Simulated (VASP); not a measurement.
Calculation: PBEsol GGA, VASP's PBE PAW potentials (set 64) (plane waves; VASP 6.6.1).

Gaps are without spin-orbit coupling.

```
Property                                              Value
---------------------------------------------  ------------
volume per atom                                7.96 Å³/atom
band gap (over mesh and band path)                  4.34 eV
smallest direct gap (over mesh and band path)       4.34 eV
```

Problem. Which relaxed crystal gives these values?
A) PbTe, Fm-3m (225)
B) Be3ZnO4, I-42m (121)
C) Ge3PbSe4, Pm (6)
D) Mg3ZnO4, Cmmm (65)

Solution. B, Be3ZnO4, I-42m (121)
